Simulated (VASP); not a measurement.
Input for VASP

KPOINTS:
```
Automatic mesh
0
Gamma
5 5 5
0 0 0
```

File POSCAR:
```
BaSnS3
1
    4.9080730000     0.0000000000     0.0000000000
    0.0000000000     4.9080730000     0.0000000000
    0.0000000000     0.0000000000     4.9080730000
Ba Sn S
1 1 3
Direct
  0.0000000000   0.0000000000   0.0000000000
  0.5000000000   0.5000000000   0.5000000000
  0.0000000000   0.5000000000   0.5000000000
  0.5000000000   0.5000000000   0.0000000000
  0.5000000000   0.0000000000   0.5000000000
```

### INCAR
```
LWAVE=.FALSE.
NELM=100
EDIFF=1E-6   ! SCF stop (eV)
LASPH=.TRUE.   ! aspherical one-centre terms
SIGMA=0.1
ISIF=2
LCHARG=.FALSE.
ALGO=Normal
ENCUT=300
GGA=PE
ISMEAR=-1   ! Fermi-Dirac
PREC=Accurate
LREAL=.FALSE.   ! projection in real space or not
SYSTEM=BaSnS3
LMAXMIX=4   ! l cut-off of mixed one-centre charges
```

POTCAR, in this order: Ba_sv Sn_d S (PBE.64 set). Program: vasp_std.

Question: Write an equivalent input for Quantum ESPRESSO's pw.x.

Answer: One equivalent input (not run):
```
&CONTROL
  calculation = 'scf'
  pseudo_dir = './pseudo'
  outdir = './out'
  tprnfor = .true.
  tstress = .true.
/
&SYSTEM
  ibrav = 0
  nat = 5
  ntyp = 3
  ecutwfc = 72
  occupations = 'smearing'
  smearing = 'fermi-dirac'
  degauss = 0.00735
  input_dft = 'pbe'
/
&ELECTRONS
  conv_thr = 7.3e-08
  electron_maxstep = 100
/
ATOMIC_SPECIES
  Ba 137.327 Ba.upf
  Sn 118.710 Sn.upf
  S 32.060 S.upf
CELL_PARAMETERS angstrom
     4.9080730    0.0000000    0.0000000
     0.0000000    4.9080730    0.0000000
     0.0000000    0.0000000    4.9080730
ATOMIC_POSITIONS crystal
  Ba   0.0000000  0.0000000  0.0000000
  Sn   0.5000000  0.5000000  0.5000000
  S    0.0000000  0.5000000  0.5000000
  S    0.5000000  0.5000000  0.0000000
  S    0.5000000  0.0000000  0.5000000
K_POINTS automatic
  5 5 5 0 0 0
```
What does not carry over: the potentials are each code's own (VASP's PAW set, PseudoDojo norm-conserving files in pw.x), so ENCUT and ecutwfc are chosen apart and not converted; conv_thr bounds pw.x's estimated SCF error, while EDIFF bounds the energy change between steps.

The structure was generated: BaSnS3 was put into an ordered model structure (Pm-3m), which need not be its known phase. The cell was not relaxed at this level.
